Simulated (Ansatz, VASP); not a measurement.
# Be (Beryllium): VASP beside Ansatz

One calculation is typed for both programs; each brings its own data sets. How far apart do they land? The cell is taken from a series of runs on this material, whose earlier steps may have relaxed, scaled, displaced or heated it; both programs get it as it stands.

Program: Ansatz 0.2.0. Level of theory: plane waves, with VASP 6.6.1 beside it; relaxation of cell and atoms at RPBE and zone-centre phonons at RPBE. Results are calculated unless marked as measured.

## 1. The structure

Symmetry: P6_3/mmc, No. 194, hexagonal system. Conventional cell: a = 2.285 Å, b = 2.285 Å, c = 3.584 Å, α = 90.00°, β = 90.00°, γ = 120.00°. Nearest to Be lie 12 Be at 2.23 to 2.29 Å.

Structure file:

```
Be
1.0
     2.28530    0.00000    0.00000
    -1.14265    1.97913    0.00000
     0.00000    0.00000    3.58420
Be
2
Cartesian
  0.0000 1.3194 0.8961
  1.1427 0.6597 2.6882
```

## 2. VASP: relaxation of cell and atoms, RPBE

The relaxed volume is the usual yardstick between codes: in a stiff, nearly cubic crystal its relative difference is about their pressure difference at one cell divided by the bulk modulus.

Lines of VASP's logs that name or quote its potential files are left out, and so is its time.

File INCAR:

```
SYSTEM = Be
PREC = Accurate
ENCUT = 600
EDIFF = 1E-07
NELM = 120
ISMEAR = 0
SIGMA = 0.1
LREAL = .FALSE.
ALGO = Normal
GGA = RP
NBANDS = 8
LORBIT = 11
LWAVE = .FALSE.
LCHARG = .FALSE.
ISIF = 3
IBRION = 2
NSW = 80
EDIFFG = -0.005
LASPH = .TRUE.
GGA_COMPAT = .FALSE.
NELMIN = 4
KPAR = 2
```

File POSCAR:

```
Be
1.0
    2.2853000000      0.0000000000      0.0000000000
   -1.1426500000      1.9791280000      0.0000000000
    0.0000000000      0.0000000000      3.5842000000
Be
2
Direct
    0.3333334175      0.6666668351      0.2500000000
    0.6666665825      0.3333331649      0.7500000000
```

File KPOINTS:

```
Automatic mesh
0
Gamma
27 27 14
0 0 0
```

Potentials, in the order of the species: Be (PBE family, release 64).

Command:

```console
$ mpirun -np 2 vasp_std
```

Numbers of over 12 decimals in the logs are rounded to 6 here.

What it wrote:

```text
[banner, memory and clock lines left out]
running    2 mpi-ranks, on    1 nodes
 distrk:  each k-point on    1 cores,    2 groups
 distr:  one band on    1 cores,    1 groups

 POSCAR found type information on POSCAR Be
 POSCAR found :  1 types and       2 ions
|                                                                             |
|               ----> ADVICE to this user running VASP <----                  |
|                                                                             |
|     You enforced a specific xc type in the INCAR file but a different       |
|     [... a line on the potential file left out ...]
|     I HOPE YOU KNOW WHAT YOU ARE DOING!                                     |
|                                                                             |

 LDA part: xc-table for (Slater+PW92), standard interpolation
 POSCAR, INCAR and KPOINTS ok, starting setup
 FFT: planning ... GRIDC
 FFT: planning ... GRID_SOFT
 FFT: planning ... GRID
 WAVECAR not read
 entering main loop
       N       E                     dE             d eps       ncg     rms          rms(c)
DAV:   1    -0.232143535463E+01   -0.23214E+01   -0.19482E+03  9672   0.461E+02
DAV:   2    -0.706710671939E+01   -0.47457E+01   -0.45997E+01 15416   0.549E+01
DAV:   3    -0.708734773394E+01   -0.20241E-01   -0.20131E-01 10360   0.306E+00
DAV:   4    -0.708736665743E+01   -0.18923E-04   -0.18922E-04 14464   0.921E-02
DAV:   5    -0.708736665832E+01   -0.89697E-09   -0.15133E-08 10376   0.493E-04    0.120E+00
DAV:   6    -0.704497319268E+01    0.42393E-01   -0.71031E-03 10280   0.104E+00    0.740E-01
DAV:   7    -0.703000858943E+01    0.14965E-01   -0.62513E-03 10848   0.989E-01    0.238E-02
DAV:   8    -0.702998644264E+01    0.22147E-04   -0.11473E-05 10536   0.344E-02    0.101E-02
DAV:   9    -0.702998842449E+01   -0.19818E-05   -0.33130E-06 12488   0.166E-02    0.111E-03
DAV:  10    -0.702998794398E+01    0.48051E-06   -0.12116E-08 10000   0.103E-03    0.302E-04
DAV:  11    -0.702998771579E+01    0.22819E-06   -0.36755E-09  5000   0.628E-04    0.812E-06
DAV:  12    -0.702998770999E+01    0.57991E-08   -0.19193E-10  4800   0.148E-04
   1 F= -.70299877E+01 E0= -.70297302E+01  d E =-.702999E+01
 curvature:   0.00 expect dE= 0.000E+00 dE for cont linesearch  0.000E+00
 trial: gam= 0.00000 g(F)=  0.330E-48 g(S)=  0.582E-04 ort = 0.000E+00 (trialstep = 0.100E+01)
 search vector abs. value=  0.582E-04
 bond charge predicted
       N       E                     dE             d eps       ncg     rms          rms(c)
DAV:   1    -0.703001959935E+01   -0.31884E-04   -0.18350E-04 12976   0.947E-02    0.499E-03
DAV:   2    -0.703001876357E+01    0.83578E-06   -0.74278E-07 11032   0.697E-03    0.310E-03
DAV:   3    -0.703001747290E+01    0.12907E-05   -0.12235E-07 11104   0.462E-03    0.112E-04
DAV:   4    -0.703001746191E+01    0.10991E-07   -0.32568E-10  5000   0.179E-04
   2 F= -.70300175E+01 E0= -.70297549E+01  d E =-.297519E-04
 trial-energy change:   -0.000030  1 .order   -0.000032   -0.000058   -0.000005
 step:   1.1309(harm=  1.0979)  dis= 0.00000  next Energy=    -7.030018 (dE=-0.301E-04)
 reached required accuracy - stopping structural energy minimisation
```

From OUTCAR (step 2):

```text
ion  position               nearest neighbor table
   1  0.333  0.667  0.250-   2 2.23   2 2.23   2 2.23   2 2.23   2 2.23   2 2.23
   2  0.667  0.333  0.750-   1 2.23   1 2.23   1 2.23   1 2.23   1 2.23   1 2.23

  LATTYP: Found a hexagonal cell.
 ALAT       =     2.2853000000
 C/A-ratio  =     1.5683717674

 Subroutine GETGRP returns: Found 24 space group operations
 (whereof 12 operations were pure point group operations)

The static configuration has the point symmetry D_3d.
 The point group associated with its full space group is D_6h.

 Found    600 irreducible k-points:

   k-points           NKPTS =    600   k-points in BZ     NKDIM =    600   number of bands    NBANDS=      8

   dimension x,y,z NGX =    18 NGY =   18 NGZ =   30
   dimension x,y,z NGXF=    36 NGYF=   36 NGZF=   60

   ENCUT  =  600.0 eV  44.10 Ry    6.64 a.u.   4.56  4.56  7.16*2*pi/ulx,y,z

   NELECT =       4.0000    total number of electrons

 k-points in reciprocal lattice and weights: Automatic mesh
   0.00000000  0.00000000  0.00000000       0.000
   0.03703704  0.00000000  0.00000000       0.001
   0.07407407  0.00000000  0.00000000       0.001
   0.11111111  0.00000000  0.00000000       0.001
   0.14814815  0.00000000  0.00000000       0.001
   0.18518519 -0.00000000  0.00000000       0.001
   0.22222222  0.00000000  0.00000000       0.001
   0.25925926 -0.00000000  0.00000000       0.001
   0.29629630  0.00000000  0.00000000       0.001
[...]
0.33333333  0.29629630  0.50000000       0.001
   0.33333333  0.33333333  0.50000000       0.000

 average (electrostatic) potential at core
       1 -32.9618       2 -32.9618

 E-fermi :   6.8529

 k-point     1 :       0.0000    0.0000    0.0000
  band No.  band energies     occupation
      1      -4.3520      2.00000
      2       2.5915      2.00000
      3       7.9397      0.00000
      4      22.6684      0.00000
      5      22.6684      0.00000
      6      25.4847      0.00000
      7      25.4847      0.00000
    ...

 k-point     2 :       0.0370    0.0000    0.0000
  band No.  band energies     occupation
      1      -4.3128      2.00000
      2       2.6422      2.00000
      3       7.9530      0.00000
      4      22.3232      0.00000
      5      22.3991      0.00000
      6      25.4907      0.00000
      7      25.6455      0.00000
    ...

 k-point     3 :       0.0741    0.0000    0.0000
  band No.  band energies     occupation
      1      -4.1950      2.00000
      2       2.7942      2.00000
      3       7.9918      0.00000
      4      21.3990      0.00000
      5      21.7682      0.00000
      6      25.4851      0.00000
      7      25.9347      0.00000
    ...

  Total        0.0003695      0.0003695      0.0043797      0.0000000      0.0000000      0.0000000
  in kB        0.0364622      0.0364623      0.4321896      0.0000000      0.0000000      0.0000000
  external PRESSURE =       0.1683714 kB  Pullay stress =       0.0000000 kB

  energy-cutoff  :      600.00
  volume of cell :       16.24
      direct lattice vectors                 reciprocal lattice vectors
     2.285736244 -0.000000000  0.000000000     0.437495797  0.252588298 -0.000000000
    -1.142868122  1.979505799 -0.000000000     0.000000000  0.505176595 -0.000000000
     0.000000000  0.000000000  3.588336746     0.000000000  0.000000000  0.278680645

 POSITION                                       TOTAL-FORCE (eV/Angst)
 -----------------------------------------------------------------------------------
     -0.00000      1.31967      0.89708        -0.000000     -0.000000      0.000000
      1.14287      0.65983      2.69125         0.000000      0.000000      0.000000
 -----------------------------------------------------------------------------------
    total drift:                                0.000000      0.000001      0.000001

  FREE ENERGIE OF THE ION-ELECTRON SYSTEM (eV)
  ---------------------------------------------------
  free  energy   TOTEN  =        -7.0300174619 eV

  energy  without entropy=       -7.0294923868  energy(sigma->0) =       -7.02975492

 reached required accuracy - stopping structural energy minimisation

 total charge
# of ion       s       p       d       tot
------------------------------------------
    1        0.401   0.746   0.000   1.147
    2        0.401   0.746   0.000   1.147
--------------------------------------------------
tot          0.803   1.492   0.000   2.295

[... 3 further parts left out ...]
```

CONTCAR:

```
Be
   1.00000000000000
     2.2857362441450273   -0.0000000000000000    0.0000000000000000
    -1.1428681220725136    1.9795057985947300   -0.0000000000000000
     0.0000000000000000    0.0000000000000000    3.5883367464770202
  Be
     2
Direct
     0.3333334175000005    0.6666668351000027    0.2500000000000000
     0.6666665824999995    0.3333331648999973    0.7500000000000000
```

The run keeps the 24 symmetry operations of its start, so it cannot find a distortion of lower symmetry.

## 3. Ansatz: relaxation of cell and atoms, RPBE

Ansatz runs on its default PAW (the set named soft_2) files.

The same cell, functional, mesh and smearing now go to Ansatz, which takes its cutoff from its data sets.

File input.yaml:

```yaml
crystal:
  lattice:
    - [2.2853, 0.0, 0.0]
    - [-1.14265, 1.9791278553, 0.0]
    - [0.0, 0.0, 3.5842]
  atoms:
    - { symbol: Be, position: [0.3333333333, 0.6666666667, 0.25] }
    - { symbol: Be, position: [0.6666666667, 0.3333333333, 0.75] }
kpoints:
  mp_grid: { grid: [27, 27, 14] }
hamiltonian:
  xc: rpbe
scf:
  occupations: { method: gaussian, width: 0.1 }
output:
  forces: true
  stress: true
  eigenvalues: true
  write_density: true
  write_potential: true
  elf: true
  volumetric_format: npy
relax:
  adjacent_minimum: "off"
  f_tol: 0.005
  max_steps: 80
  cell: { stress_tol: 0.05 }
```

Command:

```console
$ ansatz run input.yaml --threads 4 --pin off --max-ram 7168MiB --backend cpu --events-out ev --progress --plain --runs-dir out
```

What it wrote:

```text
Engine: ansatz 0.2.0, aarch64-unknown-linux-gnu
Pseudopotentials: kind: paw
Pseudopotential: Be, paw, valence charge 2, recommended cutoff 420 eV (normal), Be.paw.azcp
Functional definition: RPBE
  parameter kappa = 0.804
  parameter beta = 0.066725
  exchange = rpbe_x(kappa = kappa, mu = beta*pi^2/3)
  correlation = pbe_c(beta = beta)
Crystal: 2 atoms, lattice volume = 16.211 Å³
Basis set: ecut = 420 eV, 311 PW (Γ), exchange–correlation on 32×32×48 points (8 copies of the dense FFT grid, shifted against one another)
Bands: 6, of which v1, the nominal top of the filled ones, is band 2 counted from 1 (1 counted from 0)
Symmetry: 24 space group operations
Space group: P63/mmc (ITA 194), of the structure as read, at distance tolerance 2.5e-5 Å
k-points: 600 of 10206
Non-local potential: Be, projectors of the file, l = 0: 2, l = 1: 2, l = 2: 1
PAW form: soft (Blöchl's): semilocal exchange-correlation on the pseudo side does not see the compensation charge
PAW frozen core: Be, regenerated for the run's functional, and the local potential with it (the file was generated under x = pbe(κ = 0.804, μ = 0.219515), c = pbe(β = 0.066725))
PAW one-centre angular grid: Be, 110 points (default); XC on 64 Gauss nodes
Initial density: superposition of atomic densities (neutral atoms: chi_scale 0, normalization atom), corrected by the library's trained network
Initial wavefunctions: pseudopotential atomic-orbital guess
Functional: x = rpbe, c = pbe(β = 0.066725)
SCF iter   1: F=—  HF=-187.362233 eV  |F-HF|=—  |Δ(HF+E_count)|=         —  Δρ=2.05e-3  dr2=5.05e-4  ethr=1.77e-3  ⟨swp⟩=5.3  Hψ=30835  notcnv=0
preconditioner: auto → none  [metal: Δε(μ)=0.053 eV  Ē_g=12.717 eV  σ=0.100 eV  W_gap=0.27  n_scr=2 (ndim 8)  ℏωp=18.4 eV  f_vac=0.000  D(μ)=0.10/eV (n_scr^D=0)  sad-step TF]
SCF iter   2: F=—  HF=-187.362329 eV  |F-HF|=—  |Δ(HF+E_count)|=   9.63e-5  Δρ=1.27e-3  dr2=1.99e-4  ethr=1.26e-5  ⟨swp⟩=1.3  Hψ=8600  notcnv=0
SCF iter   3: F=—  HF=-187.362294 eV  |F-HF|=—  |Δ(HF+E_count)|=   3.45e-5  Δρ=3.20e-5  dr2=5.50e-8  ethr=4.97e-6  ⟨swp⟩=1.0  Hψ=3596  notcnv=0
SCF iter   4: F=—  HF=-187.362423 eV  |F-HF|=—  |Δ(HF+E_count)|=   1.29e-4  Δρ=7.03e-6  dr2=5.77e-9  ethr=1.37e-9  ⟨swp⟩=4.3  Hψ=14108  notcnv=0
iter 5 did not close the SCF: its close was put off for the readings that it lacked (scf_convergence_deferred on its scf_iter line)
SCF iter   5: F=-187.362423 eV  HF=-187.362423 eV  |F-HF|=3.60e-11  |Δ(HF+E_count)|=  3.96e-10  Δρ=7.53e-7  dr2=3.42e-11  ethr=1.44e-10  ⟨swp⟩=1.0  Hψ=3596  notcnv=0
SCF iter   6: F=-187.362423 eV  HF=-187.362423 eV  |F-HF|=5.68e-14  |Δ(HF+E_count)|=  3.68e-11  Δρ=6.19e-8  dr2=3.49e-13  ethr=1.00e-12  ⟨swp⟩=2.7  Hψ=11708  notcnv=0
SCF 1 converged in 6 iterations: F = -187.362423 eV  dr2 = 3.49e-13
  greatest PAW one-centre occupation: 0.357 electrons in one spin orbital (limit 2), on the Be atom at site 1 (counted from 0), in its partial waves of l = 0
relax step   1: F+E_penalty+E_count = -187.36242319 eV  Δ(F+E_penalty+E_count) = +0.000e0 eV  max|allowed force component| = 3.701e-17 eV/Å  Δτ_max = 0.0000 Å  P = +0.176 GPa  Ω = 16.211 Å³  (6 SCF iters, accepted)
[...]
relax step   2: F+E_penalty+E_count = -187.36243992 eV  Δ(F+E_penalty+E_count) = -1.673e-5 eV  max|allowed force component| = 3.423e-16 eV/Å  Δτ_max = 0.0000 Å  P = +0.071 GPa  Ω = 16.224 Å³  energy of the carried Pulay correction = -4.534e-6 eV  (3 SCF iters, dr2 threshold 2.00e-7 eV, accepted)
[...]
relax step   3: F+E_penalty+E_count = -187.36243915 eV  Δ(F+E_penalty+E_count) = +7.714e-7 eV  max|allowed force component| = 4.348e-16 eV/Å  Δτ_max = 0.0000 Å  P = +0.008 GPa  Ω = 16.232 Å³  energy of the carried Pulay correction = -7.393e-6 eV  (3 SCF iters, dr2 threshold 1.64e-8 eV, accepted)
[...]
relax step   4: F+E_penalty+E_count = -187.36244629 eV  Δ(F+E_penalty+E_count) = -7.136e-6 eV  max|allowed force component| = 4.441e-16 eV/Å  Δτ_max = 0.0000 Å  P = +0.009 GPa  Ω = 16.232 Å³  stress off target by 1.22e-2 GPa  SCF on the basis re-selected at this cell (its energy is not comparable with the rows above)  (4 SCF iters)
basis re-selected at this cell: Δ(F+E_penalty+E_count) = -7.136e-6 eV, ΔP = +0.001 GPa vs the last step (what re-selecting the basis moved, of the pressure what is left beyond the Pulay correction that the steps carried, after the strain that the cell walked since its last selection, with what the two solves' SCF thresholds leave and, on support functions, any second-order correction that the steps lacked; it is no m [...]
SCF converged after 4 iterations
Free energy (F): -187.362446 eV
Harris-Foulkes:  -187.362446 eV  (|F-HF|=6.25e-13)
Internal energy: -187.361922 eV  (E = F + TS)
E sigma→0 (E₀):  -187.362184 eV
Entropy (-TS):   -0.000524 eV (-0.262 meV/atom)
Fermi energy:    7.931878 eV
--- Per-component energies (eV) ---
  E_band       = 11.954832
  E_kinetic    = 41.228008
  E_local      = 5.910008  (includes V_loc(G=0)·N_el)
  E_nonlocal   = 8.452247
  E_hartree    = 0.084095
  E_xc         = -39.402102
  E_vxc        = -41.267335  (∫ρ·V_xc dr)
  E_paw        = -120.861591  (= ΣΔE_a)
  E_vpaw       = -2.536284  (= ΣTr[D̂ρ^β])
  E_aug_tail   = -0.000001  (compensation charges beyond the density's cutoff)
  E_ewald      = -82.759654
  E_core_change = -0.012932  (= ΣΔE_core)
  E_smearing   = -0.000524  (= −TS)
  E_closure    = 0.000000  (closes the sum)
  Σ components = -187.362446   (vs F -187.362446, Δ=0.00e0)
--- Forces (eV/Å), atoms counted from 1 ---
  atom   1  Be     0.00000000     0.00000000     0.00000000
  atom   2  Be    -0.00000000    -0.00000000    -0.00000000
  max |Σ_I F_I| component: 3.70e-17 eV/Å
--- Stress (GPa, compression-positive) ---
        0.012231      -0.000000       0.000000
       -0.000000       0.012231       0.000000
        0.000000       0.000000       0.002499
  P = ⅓ Tr σ = 0.0090 GPa (0.090 kbar)
--- Band table (eV; the first three rows and the last of 600) ---
  k-point 0: bands = ["-3.2742", "3.6638", "9.0265", "23.7540", "23.7540", "26.5833"]
  k-point 1: bands = ["-3.2300", "3.3861", "9.4063", "23.7943", "23.7943", "26.5708"]
  k-point 2: bands = ["-3.0973", "2.7190", "10.3789", "23.9141", "23.9141", "26.5274"]
  k-point 599: bands = ["6.8822", "6.8822", "8.3590", "8.3590", "14.0320", "14.0320"]
--- Relaxed structure (3 steps of the walk, 3 accepted, 1 SCFs on fresh bases) ---
  F+E_penalty+E_count = -187.36244629 eV   max|allowed force component| = 4.441e-16 eV/Å   (the final SCF, on the basis selected at the relaxed cell)
  cell:  # Å, volume = 16.2324 Å³
    - [2.285562, 0, 0]
    - [-1.142781, 1.979355, 0]
    - [0, 0, 3.588110]
  atoms:
    - { symbol: Be, position: [0.333333, 0.666667, 0.25] }
    - { symbol: Be, position: [0.666667, 0.333333, 0.75] }
```

## 4. Comparison

Known differences besides the potentials themselves: the cutoff is 420 eV in Ansatz and 600 eV in VASP; Ansatz makes its cores anew for this functional, VASP keeps those of its PBE data sets; Ansatz adds a Pulay correction to the stress that steers its cell, VASP none. Total energies have different zeros and are not compared.

The two programs side by side:

| quantity | Ansatz | VASP | difference |
| --- | --- | --- | --- |
| volume (Å³) | 16.23 | 16.24 | -0.02 % |
| edge a after relaxation, in the typed setting (Å) | 2.286 | 2.286 | +0.00 % |
| edge c after relaxation, in the typed setting (Å) | 3.588 | 3.588 | -0.01 % |

(Part 1 of 2 ends here.)

[Lines on the potential files, build, host, timing and source positions are cut from VASP's logs without a mark.]

[Logs are printed without paths, hosts, clocks, repeated set-up lines and the standing remarks that a program may print on its own settings, such as how far it seeks lower states.]

[Hosts, paths, dates, database ids (printed as entryN), source tags and the programs' standing remarks are cut or masked in the printed files.]
